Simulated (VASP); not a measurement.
Consider the following.

```
K3LiCl4
1.0
    6.06939     0.00000     0.00000
    0.00000     6.06939     0.00000
    0.00000     0.00000     6.06939
Li Cl K
1 4 3
Direct
  0.00000   0.00000   0.00000
  0.50000   0.50000   0.50000
  0.00000   0.00000   0.50000
  0.00000   0.50000   0.00000
  0.50000   0.00000   0.00000
  0.50000   0.50000   0.00000
  0.50000   0.00000   0.50000
  0.00000   0.50000   0.50000
```

Computed with PBEsol GGA, VASP's PBE PAW potentials (set 64) (plane waves; VASP). Settings: 520 eV cut-off, 4×4×4 Γ-centred mesh, tetrahedra with Blöchl corrections, potentials Li_sv Cl K_sv.

Problem. The job: K₃LiCl₄ (ordered alloy cell), 8 atoms, PBEsol, static run, 520 eV, 4×4×4 Γ-centred mesh. Roughly how much core time does it take on a busy server core?

Solution. About 2 core-minutes (one run on a shared machine, a rough figure). It had 10 irreducible k-points, 34 bands, up to 6062 plane waves and 16 electronic steps.

The structure was generated: K3LiCl4 was put into an ordered model structure (Pm-3m), which need not be its known phase. It was relaxed first.
